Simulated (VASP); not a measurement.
Data:

```xyz
12
Lattice="3.1420 0.0000 0.0000 0.0000 3.1420 0.0000 0.0000 0.0000 28.2743" Properties=species:S:1:pos:R:3 pbc="T T T"
Ta     0.0000     1.5710     8.5829
Ta     1.5710     0.0000    10.8046
Ta     0.0000     1.5710    13.0263
Ta     1.5710     0.0000    15.2480
Ta     0.0000     1.5710    17.4697
Ta     1.5710     0.0000    19.6914
C      0.0000     1.5710    10.8046
C      1.5710     0.0000     8.5829
C      0.0000     1.5710    15.2480
C      1.5710     0.0000    13.0263
C      0.0000     1.5710    19.6914
C      1.5710     0.0000    17.4697
```

Level of theory: PBEsol GGA, VASP's PBE PAW potentials (set 64) (plane waves; VASP). Run with PREC = Normal, EDIFF = 1E-5, 450 eV cut-off, 9×9×1 Γ-centred mesh, first-order Methfessel-Paxton smearing of 0.10 eV, potentials Ta_pv C.

**Question.** The ions are relaxed. What does this cell relax into?

**Answer.** 
```xyz
12
Lattice="3.1420 0.0000 0.0000 0.0000 3.1420 0.0000 0.0000 0.0000 28.2743" Properties=species:S:1:pos:R:3 pbc="T T T"
Ta     0.0000     1.5710     8.7247
Ta     1.5710     0.0000    10.8489
Ta     0.0000     1.5710    12.9957
Ta     1.5710     0.0000    15.2786
Ta     0.0000     1.5710    17.4255
Ta     1.5710     0.0000    19.5497
C      0.0000     1.5710    10.7918
C      1.5710     0.0000     8.5288
C      0.0000     1.5710    15.2243
C      1.5710     0.0000    13.0500
C      0.0000     1.5710    19.7455
C      1.5710     0.0000    17.4826
```

**Question.** How much energy does the relaxation gain?

**Answer.** The energy (σ→0) changes by -49.1 meV/atom, in 13 ionic steps.

The cell is a thin slab with vacuum, built from TaC (rock salt): (100) face.
